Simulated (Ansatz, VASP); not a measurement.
## Two plane-wave programs on NiMoIrPdW

INCAR

```
PREC = Accurate ; ENCUT = 520
EDIFF = 1E-7 ; ISMEAR = -1
SIGMA = 0.05 ; LREAL = False
LASPH = True ; NELM = 120
ALGO = Normal ; ISIF = 2
LWAVE = False ; LCHARG = False
ISPIN = 2 ; MAGMOM = 1 1 0 0.6 0
LORBIT = 11 ; LMAXMIX = 4
GGA = PE ; NBANDS = 40
KPAR = 4
```

Contents of KPOINTS:

```
regular mesh
0
Gamma
  8 8 5
```

Contents of POSCAR:

```
NiMoIrPdW
1.0
    4.1977969706      0.0000000000      0.0000000000
   -2.0989035833      3.6353989300      0.0000000000
    0.0000000000      0.0000000000      5.5526075083
Ni Mo Pd Ir W
1 1 1 1 1
Direct
    0.0000000000      0.0000000000      0.9577500000
    0.6666700000      0.3333300000      0.9616100000
    0.6666700000      0.3333300000      0.4629500000
    0.3333300000      0.6666700000      0.7257200000
    0.3333300000      0.6666700000      0.2364200000
```

File input.yaml:

```yaml
crystal:
  lattice:
    - [4.1977969706, 0.0, 0.0]
    - [-2.0989035833, 3.63539893, 0.0]
    - [0.0, 0.0, 5.5526075083]
  atoms:
    - { symbol: Ni, position: [0.0, 0.0, 0.95775], spin: 1.0 }
    - { symbol: Mo, position: [0.66667, 0.33333, 0.96161], spin: 1.0 }
    - { symbol: Pd, position: [0.66667, 0.33333, 0.46295] }
    - { symbol: Ir, position: [0.33333, 0.66667, 0.72572], spin: 0.6 }
    - { symbol: W, position: [0.33333, 0.66667, 0.23642] }
hamiltonian:
  xc: pbe
  pseudopotentials: { kind: paw }
magnetization:
  spin_polarized: true
kpoints:
  mp_grid: { grid: [8, 8, 5] }
scf:
  occupations: { method: fermi_dirac, width: 0.05 }
output:
  forces: true
  stress: true
  eigenvalues: true
  write_density: true
  write_potential: true
  elf: true
  volumetric_format: npy
```

Change from the starting cell: volume scaled by 1.06.

Alike in both runs: task single point; functional PBE; k mesh 8 × 8 × 5; occupations fermi-dirac, width 0.05 eV; collinear spin, ferromagnetic start.

|  | VASP | Ansatz |
| --- | --- | --- |
| version | VASP 6.6.1 | Ansatz 0.2.0 |
| potentials or method | VASP PAW PBE potentials, release 64 (Ni, Mo_sv, Pd, Ir, W_sv) | Ansatz PAW |
| plane-wave cutoff (eV) | 520 | 420 |
| valence electrons in the cell | 57 | 81 |

Ansatz gave:

- gap on the k mesh at the Fermi level (eV): none
- pressure (GPa): -11.4
- largest component of the traceless stress (GPa): 0.54
- rms of the force components (eV/Å): 0.066
- net moment per atom (μB): 0.00

**Question.** Which values does VASP return?

**Answer.** gap on the k mesh at the Fermi level (eV): none; pressure (GPa): -11.3; largest component of the traceless stress (GPa): 0.54; rms of the force components (eV/Å): 0.069; net moment per atom (μB): 0.00.

Atom by atom the forces differ by 0.005 eV/Å (rms over components). A gap of «none» marks a metal or a gap that the smearing closes. The two sets of potentials don't hold the same shells in valence.

Caveats: the starting moments weren't kept (Ansatz). Spin-orbit coupling is left out, which matters for the levels of Ir, W.
